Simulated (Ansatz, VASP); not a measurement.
## NbAgC3: VASP beside Ansatz

```
Nb Ag C
1.0
     3.98228    0.00000    0.00000
     0.00000    3.98228    0.00000
     0.00000    0.00000    3.98228
Nb Ag C
1 1 3
Cartesian
  0.0000 0.0000 0.0000
  1.9911 1.9911 1.9911
  1.9911 1.9911 0.0000
  1.9911 0.0000 1.9911
  0.0000 1.9911 1.9911
```

Change from the starting cell: species swapped into the CsPbBr3 type (Pm-3m, No. 221).

Alike in both runs: task single point; functional PBE; k mesh 4 × 4 × 4; occupations gaussian, width 0.1 eV; collinear spin.

|  | VASP | Ansatz |
| --- | --- | --- |
| version | VASP 6.6.1 | Ansatz 0.2.0 |
| potentials or method | VASP PAW PBE potentials, release 64 (Nb_sv, Ag, C) | scalar-relativistic, plane waves, PAW |
| plane-wave cutoff (eV) | 520 | 420 |
| valence electrons in the cell | 36 | 44 |

VASP gave:

```
gap on the k mesh at the Fermi level (eV)                     : none
pressure (GPa)                                                : -0.3
net moment per atom (μB)                                      : 0.01
size of the moment on the site where the two differ most (μB) : 0.02
```

Q: Which values does Ansatz return?

A: gap on the k mesh at the Fermi level (eV): none; pressure (GPa): -0.1; net moment per atom (μB): 0.11; size of the moment on the site where the two differ most (μB): 0.20.

The net moments differ so much that the two runs ended in different magnetic states, which moves the other rows too. Site moments also hang on the region over which each program counts them. A gap of «none» marks a metal or a gap that the smearing closes. The two sets of potentials don't hold the same shells in valence.

Caveats: the k mesh is coarse (spacing up to 0.39 Å⁻¹), so the values aren't converged.
